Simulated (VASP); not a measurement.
Output of a VASP run:

### OSZICAR
```
       N       E                     dE             d eps       ncg     rms          rms(c)
DAV:   1     0.768426456133E+03    0.76843E+03   -0.37529E+04  3216   0.179E+03
DAV:   2    -0.295092399265E+02   -0.79794E+03   -0.78376E+03  4328   0.625E+02
DAV:   3    -0.932661941277E+02   -0.63757E+02   -0.63456E+02  4624   0.159E+02
DAV:   4    -0.990911200076E+02   -0.58249E+01   -0.58180E+01  5840   0.452E+01
DAV:   5    -0.994519515230E+02   -0.36083E+00   -0.36079E+00  5024   0.728E+00    0.270E+01
DAV:   6    -0.835286738623E+02    0.15923E+02   -0.96346E+01  4544   0.584E+01    0.105E+01
DAV:   7    -0.831938674806E+02    0.33481E+00   -0.92383E+00  5088   0.186E+01    0.556E+00
DAV:   8    -0.831819934932E+02    0.11874E-01   -0.79595E-01  5136   0.581E+00    0.170E+00
DAV:   9    -0.831865031133E+02   -0.45096E-02   -0.10479E-01  4640   0.232E+00    0.705E-01
DAV:  10    -0.831894190047E+02   -0.29159E-02   -0.19290E-02  4952   0.102E+00    0.135E-01
DAV:  11    -0.831897580512E+02   -0.33905E-03   -0.16905E-03  4776   0.257E-01    0.345E-02
DAV:  12    -0.831897970077E+02   -0.38957E-04   -0.22800E-04  4456   0.119E-01    0.112E-02
DAV:  13    -0.831898007506E+02   -0.37430E-05   -0.38691E-05  5336   0.322E-02    0.102E-02
DAV:  14    -0.831898005449E+02    0.20570E-06   -0.10388E-05  4688   0.250E-02    0.332E-03
DAV:  15    -0.831898004328E+02    0.11217E-06   -0.11719E-06  4784   0.791E-03    0.597E-04
DAV:  16    -0.831898003984E+02    0.34310E-07   -0.96461E-08  2512   0.213E-03
   1 F= -.83189800E+02 E0= -.83189800E+02  d E =0.000000E+00
```

OUTCAR:
```
------------------------ aborting loop because EDIFF is reached ----------------------------------------
  FORCE on cell =-STRESS in cart. coord.  units (eV):
  Direction    XX          YY          ZZ          XY          YZ          ZX
  --------------------------------------------------------------------------------------
  Total       -0.0478067     -0.0478067     -0.0363403     -0.0000002     -0.0000000      0.0000000
  in kB       -0.6943294     -0.6943296     -0.5277957     -0.0000034     -0.0000000      0.0000000
  external PRESSURE =      -0.6388183 kB  Pullay stress =       0.0000000 kB
  volume of cell :      110.31
      direct lattice vectors                 reciprocal lattice vectors
     2.597188963  1.499488025  4.721017090     0.192515830  0.111149056  0.070606254
    -2.597189027  1.499487914  4.721017090    -0.192515834  0.111149048  0.070606254
     0.000000064 -2.998975939  4.721017090     0.000000005 -0.222298105  0.070606254
 POSITION                                       TOTAL-FORCE (eV/Angst)
 -----------------------------------------------------------------------------------
     -0.00000      0.00000      9.09928        -0.000000      0.000000      0.017647
     -0.00000      0.00000      5.06377         0.000000     -0.000000     -0.017647
     -0.00000      0.00000     12.11552         0.000000     -0.000000     -0.009707
     -0.00000      0.00000      2.04753        -0.000000      0.000000      0.009707
     -1.02665     -1.62765      5.97853        -0.006784      0.004278     -0.005875
      1.02665      1.62765      8.18452         0.006784     -0.004278      0.005875
      1.92291     -0.07528      5.97853        -0.000313     -0.008014     -0.005875
     -1.92291      0.07528      8.18452         0.000313      0.008014      0.005875
     -0.89626      1.70293      5.97853         0.007097      0.003736     -0.005875
      0.89626     -1.70293      8.18452        -0.007097     -0.003736      0.005875
 -----------------------------------------------------------------------------------
    total drift:                               -0.000000     -0.000000      0.000000
  FREE ENERGIE OF THE ION-ELECTRON SYSTEM (eV)
  ---------------------------------------------------
  free  energy   TOTEN  =       -83.1898003984 eV

  energy  without entropy=      -83.1898003984  energy(sigma->0) =      -83.18980040

 total charge

# of ion       s       p       d       tot
------------------------------------------
    1        2.009   0.040   0.000   2.049
    2        2.009   0.040   0.000   2.049
    3        2.218   6.146   2.182  10.546
    4        2.218   6.146   2.182  10.546
    5        1.569   3.473   0.000   5.042
    6        1.569   3.473   0.000   5.042
    7        1.569   3.473   0.000   5.042
    8        1.569   3.473   0.000   5.042
    9        1.569   3.473   0.000   5.042
   10        1.569   3.473   0.000   5.042
--------------------------------------------------
tot         17.870  33.207   4.364  55.440

 Electric field gradients after diagonalization (V/A^2)
 (convention: |V_zz| > |V_xx| > |V_yy|)
----------------------------------------------------------------------
 ion       V_xx      V_yy      V_zz     asymmetry (V_yy - V_xx)/ V_zz
----------------------------------------------------------------------
   1      -0.237    -0.237     0.474       0.000
   2      -0.237    -0.237     0.474       0.000
   3     -38.346   -38.343    76.689       0.000
   4     -38.346   -38.343    76.689       0.000
   5     -17.701    -0.406    18.106       0.955
   6     -17.701    -0.406    18.106       0.955
   7     -17.701    -0.406    18.106       0.955
   8     -17.701    -0.406    18.106       0.955
   9     -17.700    -0.406    18.106       0.955
  10     -17.700    -0.406    18.106       0.955
```
(Selected blocks of OUTCAR.)

### POSCAR
```
LiNbO3
1
    2.5971889634     1.4994880247     4.7210170902
   -2.5971890271     1.4994879143     4.7210170902
    0.0000000637    -2.9989759389     4.7210170902
Li Nb O
2 2 6
Direct
  0.6424663422   0.6424663422   0.6424663422
  0.3575336578   0.3575336578   0.3575336578
  0.8554316460   0.8554316460   0.8554316460
  0.1445683540   0.1445683540   0.1445683540
  0.0435640744   0.4388565071   0.7839446231
  0.9564359256   0.5611434929   0.2160553769
  0.7839446231   0.0435640743   0.4388565071
  0.2160553769   0.9564359257   0.5611434929
  0.4388565071   0.7839446232   0.0435640744
  0.5611434929   0.2160553768   0.9564359256
```

Problem. Write an INCAR and KPOINTS that could have produced this output.

Solution. This is not unique; one that fits is the input of the run itself, PBEsol GGA, plane waves, VASP's PBE PAW potentials (set 64).

**INCAR**
```
SYSTEM = LiNbO3
PREC = Accurate; ENCUT = 520; LREAL = .FALSE.
LASPH = .TRUE.
EDIFF = 1E-7; NELM = 100; ALGO = Normal
LMAXMIX = 4
ISMEAR = -5
GGA = PS
ISIF = 2
LWAVE = .FALSE.; LCHARG = .TRUE.; LORBIT = 11
NEDOS = 601
LEFG = .TRUE.
```

File KPOINTS:
```
K-points
0
Gamma
 6 6 6
0 0 0
```

POTCAR, in this order: Li_sv Nb_sv O (PBE.64 set). Program: vasp_std.

The structure comes from a computed database's LiNbO3 entry (R-3); how it stands against other phases isn't given here. It was relaxed first, which changed the volume by -6 %.
